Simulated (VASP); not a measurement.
Here is the system:

```
Sc
1.0
    1.62370    -2.85348     0.00000
    1.62370     2.85348     0.00000
    0.00000     0.00000     5.17442
Sc
2
Direct
  0.33333   0.66667   0.25000
  0.67801   0.34468   0.75000
```

Calculation: PBE GGA with spin-orbit coupling, VASP's PBE PAW potentials (set 64) (plane waves; VASP 6.6.1). Numerical set-up: 400 eV cut-off, 12×12×7 Γ-centred mesh, first-order Methfessel-Paxton smearing of 0.10 eV, potentials Sc_sv.

Which forces act on the atoms, in eV/Å?

| atom | Fx | Fy | Fz |
|---|---|---|---|
| Sc1 | 0.053 | -0.023 | 0.000 |
| Sc2 | -0.053 | 0.023 | 0.000 |

Give the stress tensor in GPa (positive for a compressed cell).

```
 2.68  -0.19   0.00
-0.19   1.48   0.00
 0.00   0.00   0.44
```
The pressure is its mean diagonal, 1.53 GPa.

The compound is Sc in the hcp structure. The cell was not relaxed at this level, atoms are displaced from their ideal sites. The run is one of a series of settings (GGA_COMPAT = .FALSE., LSORBIT = .TRUE., MAGMOM = 0 0 0 0 0 0, program vasp_ncl against the base run), some of them coarse on purpose.
